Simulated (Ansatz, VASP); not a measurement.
# VMo2 (VMo2 in the C11b ordering): VASP beside Ansatz, part 2 of 2

Aim: how closely do two programs agree when they are given the same cell, functional and k mesh? The cell is generated by rule, not measured, and may not be a known phase. The cell is taken from a series of runs on this material, whose earlier steps may have relaxed, scaled, displaced or heated it; both programs get it as it stands.

VASP 6.6.1 and Ansatz 0.2.0.

So far: Set-up; Ansatz: relaxation of cell and atoms, PBE, pair 1; VASP: relaxation of cell and atoms, PBE, pair 1; Comparison.

## Step 5: VASP: relaxation of cell and atoms, PBE, pair 2

Level of this step: PBE, no spin polarisation; plane waves and PAW (V_sv, Mo_sv); invented cell (VASP).

The relaxed volume is the usual yardstick between codes: in a stiff, nearly cubic crystal its relative difference is about their pressure difference at one cell divided by the bulk modulus.

INCAR reads:

```
SYSTEM = VMo2
PREC = Accurate
ENCUT = 500
EDIFF = 1E-07
NELM = 120
ISMEAR = 0
SIGMA = 0.1
LREAL = .FALSE.
ALGO = Normal
GGA = PE
NBANDS = 26
LASPH = .TRUE.
LORBIT = 11
LWAVE = .FALSE.
LCHARG = .FALSE.
ISIF = 3
IBRION = 2
NSW = 80
EDIFFG = -0.005
GGA_COMPAT = .FALSE.
NELMIN = 4
KPAR = 2
```

POSCAR reads:

```
VMo2
1.0
    3.1078700000      0.0000000000      0.0000020000
    0.0000000000      3.1078700000      0.0000020000
    1.5539320000      1.5539320000      4.6618020000
V Mo
1 2
Direct
    0.0000000000      0.0000000000      0.0000000000
    0.6666667382      0.6666667382      0.6666665237
    0.3333333691      0.3333333691      0.3333332618
```

KPOINTS reads:

```
Automatic mesh
0
Gamma
10 10 10
0 0 0
```

The projector-augmented-wave data sets are V_sv and Mo_sv (PBE family, release 64).

The run is started by

```
> mpirun -np 2 vasp_std
```

Numbers of over 12 decimals in the logs are rounded to 6 here.

The log of the run:

```text
[... set-up lines as in an earlier step ...]
 entering main loop
       N       E                     dE             d eps       ncg     rms          rms(c)
DAV:   1     0.495122071705E+03    0.49512E+03   -0.23709E+04  5304   0.165E+03
DAV:   2    -0.126938623664E+02   -0.50782E+03   -0.50011E+03  5498   0.536E+02
DAV:   3    -0.341030156564E+02   -0.21409E+02   -0.20593E+02  6978   0.104E+02
DAV:   4    -0.344782313378E+02   -0.37522E+00   -0.37309E+00  6196   0.133E+01
[...]
DAV:  14    -0.312297390644E+02    0.64059E-06   -0.15628E-05  6546   0.216E-02    0.964E-03
DAV:  15    -0.312297378972E+02    0.11672E-05   -0.64275E-06  7316   0.159E-02    0.328E-03
DAV:  16    -0.312297378408E+02    0.56418E-07   -0.33627E-07  4970   0.467E-03
   1 F= -.31229738E+02 E0= -.31226241E+02  d E =-.312297E+02
[...]
2 F= -.31232615E+02 E0= -.31229085E+02  d E =-.287704E-02
[...]
3 F= -.31232955E+02 E0= -.31229414E+02  d E =-.321749E-02
[...]
4 F= -.31232436E+02 E0= -.31228845E+02  d E =0.519699E-03
[...]
5 F= -.31233261E+02 E0= -.31229698E+02  d E =-.305664E-03
[...]
reached required accuracy - stopping structural energy minimisation
```

From OUTCAR (step 5):

```text
  Total       -0.0076414     -0.0076414      0.0103876      0.0000000     -0.0000000     -0.0000000
  in kB       -0.2728903     -0.2728903      0.3709598      0.0000000     -0.0000004     -0.0000004
  external PRESSURE =      -0.0582736 kB  Pullay stress =       0.0000000 kB

 POSITION                                       TOTAL-FORCE (eV/Angst)
 -----------------------------------------------------------------------------------
      0.00000      0.00000      0.00000        -0.000000     -0.000000      0.000000
      3.10542      3.10542      3.11316        -0.000000     -0.000000      0.001459
      1.55271      1.55271      1.53903         0.000000      0.000000     -0.001459
 -----------------------------------------------------------------------------------
    total drift:                               -0.000000     -0.000000      0.001688

  FREE ENERGIE OF THE ION-ELECTRON SYSTEM (eV)
  ---------------------------------------------------
  free  energy   TOTEN  =       -31.2332609978 eV

  energy  without entropy=      -31.2261351892  energy(sigma->0) =      -31.22969809

[... 2 parts as in an earlier step ...]

[... 2 further parts left out ...]
[key lines of the parts left out:]
E-fermi :  11.4889
```

## Step 6: Ansatz: relaxation of cell and atoms, PBE, pair 2

The same cell, functional, mesh and smearing now go to Ansatz, which takes its cutoff from its data sets.

The cell is taken from a series of runs on this material, whose earlier steps may have relaxed, scaled, displaced or heated it; both programs get it as it stands.

input.yaml reads:

```yaml
crystal:
  lattice:
    - [3.10787, 0.0, 0.0]
    - [0.0, 3.10787, 0.0]
    - [1.55393, 1.55393, 4.6618]
  atoms:
    - { symbol: V, position: [0.0, 0.0, 0.0] }
    - { symbol: Mo, position: [0.66666667, 0.66666667, 0.66666667] }
    - { symbol: Mo, position: [0.33333333, 0.33333333, 0.33333333] }
kpoints:
  mp_grid: { grid: [10, 10, 10] }
hamiltonian:
  xc: pbe
scf:
  occupations: { method: gaussian, width: 0.1 }
output:
  forces: true
  stress: true
  eigenvalues: true
relax:
  adjacent_minimum: "off"
  f_tol: 0.005
  max_steps: 80
  cell: { stress_tol: 0.05 }
```

The run is started by

```
> ansatz run input.yaml --threads 4 --pin off --max-ram 8192MiB --backend cpu --events-out ev --progress --plain --runs-dir out
```

The log of the run:

```text
[...]
Crystal: 3 atoms, lattice volume = 45.028 Å³
Basis set: ecut = 420 eV, 891 PW (Γ), exchange–correlation on 48×48×72 points (8 copies of the dense FFT grid, shifted against one another)
Bands: 25, of which v1, the nominal top of the filled ones, is band 21 counted from 1 (20 counted from 0)
Symmetry: 16 space group operations
[...]
k-points: 102 of 1000
[...]
--- Relaxed structure (5 steps of the walk, 5 accepted, 1 SCFs on fresh bases) ---
[...]
cell:  # Å, volume = 44.7856 Å³
    - [3.103401, -4.462529537063704e-13, 1.6642721103376036e-6]
    - [-4.4625295362333914e-13, 3.103401, 1.6642721103359542e-6]
    - [1.551698, 1.551698, 4.650104]
  atoms:
    - { symbol: V, position: [0, 0, 1.240381738079261e-19] }
    - { symbol: Mo, position: [0.665422, 0.665422, 0.669156] }
    - { symbol: Mo, position: [0.334578, 0.334578, 0.330844] }
[key lines of the parts left out:]
SCF converged after 9 iterations
Free energy (F): -12824.827184 eV
Fermi energy:    19.510641 eV
P = ⅓ Tr σ = -0.0026 GPa (-0.026 kbar)
```

## Step 7: Comparison

Both answers:

| quantity | Ansatz | VASP | difference |
| --- | --- | --- | --- |
| volume (Å³) | 44.79 | 44.86 | -0.17 % |
| edge a after relaxation, in the typed setting (Å) | 3.103 | 3.105 | -0.06 % |
| edge c after relaxation, in the typed setting (Å) | 5.142 | 5.144 | -0.05 % |

## Step 8: VASP: zone-centre phonons, PBE

Second derivatives magnify differences that forces hide, and they need a tight electronic threshold.

INCAR reads:

```
SYSTEM = VMo2
PREC = Accurate
ENCUT = 500
EDIFF = 1E-08
NELM = 120
ISMEAR = 1
SIGMA = 0.2
LREAL = .FALSE.
ALGO = Normal
GGA = PE
NBANDS = 26
LASPH = .TRUE.
LORBIT = 11
LWAVE = .FALSE.
LCHARG = .FALSE.
ISIF = 2
IBRION = 8
GGA_COMPAT = .FALSE.
KPAR = 2
```

POSCAR reads:

```
VMo2
1.0
    3.1035034862      0.0000000000      0.0000016643
    0.0000000000      3.1035034862      0.0000016643
    1.5517492495      1.5517492495      4.6497902327
V Mo
1 2
Direct
    0.0000000000      0.0000000000      0.0000000000
    0.6654213745      0.6654213745      0.6691572510
    0.3345786255      0.3345786255      0.3308427490
```

KPOINTS reads:

```
Automatic mesh
0
Gamma
6 6 6
0 0 0
```

The run is started by

```
> mpirun -np 2 vasp_std
```

The log of the run:

```text
[... set-up lines as in an earlier step ...]
 entering main loop
       N       E                     dE             d eps       ncg     rms          rms(c)
DAV:   1     0.503753273864E+03    0.50375E+03   -0.23591E+04  1560   0.166E+03
DAV:   2    -0.124514459980E+02   -0.51620E+03   -0.50817E+03  1610   0.539E+02
DAV:   3    -0.339703309698E+02   -0.21519E+02   -0.20775E+02  2074   0.106E+02
DAV:   4    -0.344192102578E+02   -0.44888E+00   -0.44649E+00  1824   0.137E+01
[...]
DAV:  17    -0.312096190924E+02    0.29650E-07   -0.11565E-08  1122   0.913E-04    0.124E-04
DAV:  18    -0.312096190807E+02    0.11734E-07   -0.11743E-09   938   0.262E-04    0.585E-05
DAV:  19    -0.312096190811E+02   -0.46566E-09   -0.22774E-10   888   0.113E-04
   1 F= -.31209619E+02 E0= -.31209437E+02  d E =-.547703E-03
 Linear response reoptimize wavefunctions to high precision
DAV:   1    -0.312096190793E+02    0.18581E-08   -0.17968E-10   912   0.825E-05
DAV:   2    -0.312096190792E+02    0.30013E-10   -0.45346E-11   882   0.396E-05
 Linear response DOF=           4
 Linear response progress:
[...]
RMM:  33    -0.577952922432E+00   -0.14470E-08    0.36155E-07  5380   0.268E-04    0.970E-06
RMM:  34    -0.577952921234E+00    0.11983E-08    0.76759E-07  5342   0.267E-04    0.770E-06
RMM:  35    -0.577952913745E+00    0.74886E-08    0.37582E-07  5879   0.267E-04    0.916E-06
 first order change of Fermi-energy   0.10385E-03
 force on displaced ion       2 direction 1 :  -8.740  -0.000   0.001
 Linear response progress:
  Degree of freedom:   4/  4
       N       E                     dE             d eps       ncg     rms          rms(c)
RMM:   1    -0.858576791042E+00   -0.85858E+00    0.41418E+00  1638   0.188E+01
RMM:   2    -0.652394189740E+00    0.20618E+00   -0.34407E-01  2253   0.361E+00    0.305E-01
RMM:   3    -0.656081218488E+00   -0.36870E-02   -0.27490E-02  2301   0.109E+00    0.773E-01
RMM:   4    -0.650655156168E+00    0.54261E-02   -0.79868E-03  2152   0.603E-01    0.169E-01
[...]
RMM:  22    -0.649945240913E+00   -0.23330E-07   -0.22082E-08  3149   0.233E-04    0.107E-05
RMM:  23    -0.649945271826E+00   -0.30913E-07   -0.71486E-08  3320   0.227E-04    0.932E-06
RMM:  24    -0.649945262201E+00    0.96246E-08   -0.50007E-08  3296   0.219E-04    0.957E-06
 first order change of Fermi-energy  -0.34049E+00
 force on displaced ion       2 direction 3 :   0.000   0.000 -15.879
 Linear response finished
```

Parts of OUTCAR (step 8):

```text
  Total        0.1859402      0.1859402      0.1269709      0.0000000      0.0000000      0.0000000
  in kB        6.6519073      6.6519073      4.5423135      0.0000000      0.0000011      0.0000011
  external PRESSURE =       5.9487094 kB  Pullay stress =       0.0000000 kB

 POSITION                                       TOTAL-FORCE (eV/Angst)
 -----------------------------------------------------------------------------------
      0.00000      0.00000      0.00000        -0.000000     -0.000000      0.000000
      3.10350      3.10350      3.11144        -0.000000     -0.000000      0.015119
      1.55175      1.55175      1.53835         0.000000      0.000000     -0.015119
 -----------------------------------------------------------------------------------
    total drift:                               -0.000000     -0.000000     -0.000000

[... 2 further parts left out ...]
```

## Step 9: Ansatz: zone-centre phonons, PBE

The same cell, functional, mesh and smearing now go to Ansatz, which takes its cutoff from its data sets.

The cell is taken from a series of runs on this material, whose earlier steps may have relaxed, scaled, displaced or heated it; both programs get it as it stands.

input.yaml reads:

```yaml
crystal:
  lattice:
    - [3.1035034862, 0.0, 1.6643e-06]
    - [0.0, 3.1035034862, 1.6643e-06]
    - [1.5517492495, 1.5517492495, 4.6497902327]
  atoms:
    - { symbol: V, position: [0.0, 0.0, 0.0] }
    - { symbol: Mo, position: [0.6654213745, 0.6654213745, 0.669157251] }
    - { symbol: Mo, position: [0.3345786255, 0.3345786255, 0.330842749] }
kpoints:
  mp_grid: { grid: [6, 6, 6] }
hamiltonian:
  xc: pbe
scf:
  occupations: { method: methfessel_paxton, width: 0.2 }
output:
  eigenvalues: true
phonons:
  method: dfpt
  qmesh: [2, 2, 2]
  temperatures: { t_max: 1000, t_step: 50 }
  qpath:
    path:
      - [[0.0, 0.0, 0.0], [0.5, 0.5, 0.5], [0.5, 0.5, 0.75], [0.5, 0.0, 0.5], [0.0, 0.0, 0.0], [0.0, 0.0, 0.5], [0.44431374, 0.0, 0.72215687]]
      - [[0.55568626, 0.0, 0.27784313], [0.0, 0.0, 0.0]]
      - [[0.5, 0.5, 0.5], [0.55568626, 0.44431374, 0.5]]
      - [[0.44431374, 0.44431374, 0.94431374], [0.0, 0.0, 0.5]]
    npoints: 10
```

The run is started by

```
> ansatz run input.yaml --threads 4 --pin off --max-ram 8192MiB --backend cpu --events-out ev --progress --plain --runs-dir out
```

The log of the run:

```text
[...]
Crystal: 3 atoms, lattice volume = 44.786 Å³
Basis set: ecut = 420 eV, 891 PW (Γ), exchange–correlation on 72×72×72 points (8 copies of the dense FFT grid, shifted against one another)
Bands: 25, of which v1, the nominal top of the filled ones, is band 21 counted from 1 (20 counted from 0)
Symmetry: 16 space group operations
k-points: 30 of 216
[...]
largest difference from the sums on the solved wave vectors: F 6.35e-2 eV, S 9.58e-5 and C_V 3.23e-5 eV/K
  zero-point energy: 0.117859 eV/cell   skipped modes (ω ≤ 0): 3   left out of the sums: 4.92e-5 of the cell's modes: C_V's classical limit lies that fraction below 3 k_B per atom; for a crystal, a wire or a layer, F and S can be off by more, and a phonons.interpolated_qmesh denser along its periods is the remedy for the sampling
[key lines of the parts left out:]
SCF converged after 9 iterations
Free energy (F): -12824.803866 eV
Fermi energy:    19.419390 eV
```

## Step 10: Differences

What differs besides the data sets and the points named for the pairs above, as far as they apply: VASP's run holds the zone centre alone. Total energies have different zeros and are not compared.

Compared:

| quantity | Ansatz | VASP | difference |
| --- | --- | --- | --- |
| optical mode 1 to 2 (cm⁻¹) | 198.6 | 199.2 | -0.31 % |
| optical mode 3 to 4 (cm⁻¹) | 211.3 | 214.3 | -1.37 % |
| optical mode 5 (cm⁻¹) | 265.7 | 266.5 | -0.28 % |
| optical mode 6 (cm⁻¹) | 300.3 | 301.2 | -0.31 % |

Modes are paired by rising frequency, not by their patterns, so a pair may set unlike modes beside each other; they are those without the splitting of longitudinal modes.

## Step 11: Outcome

| Item | Value |
| --- | --- |
| difference in volume (relaxation of cell and atoms, PBE, pair 1) | -0.17 % |
| difference in volume (relaxation of cell and atoms, PBE, pair 2) | -0.17 % |
| r.m.s. difference of the optical zone-centre modes, each program's sorted by frequency (zone-centre phonons, PBE) | 1.8 cm⁻¹ |
| difference in optical mode 3 to 4 (zone-centre phonons, PBE) | -1.4 % |

What this shows: The difference in volume is -0.17 % (relaxation of cell and atoms, PBE, pair 2), within the 1.2 % picked in this series as the mark of a large difference, as far as the stopping tolerances let one tell. Among the rows given in per cent, the largest difference of the zone-centre phonons, PBE pair is in optical mode 3 to 4, -1.4 %. 1 further run of this series is not shown here. How closely two codes agree says nothing of how well the functional describes the real material.

[Lines on the potential files, build, host, timing and source positions are cut from VASP's logs without a mark.]

[Logs are printed without paths, hosts, clocks, repeated set-up lines and the standing remarks that a program may print on its own settings, such as how far it seeks lower states.]

[Hosts, paths, dates, database ids (printed as entryN), source tags and the programs' standing remarks are cut or masked in the printed files.]
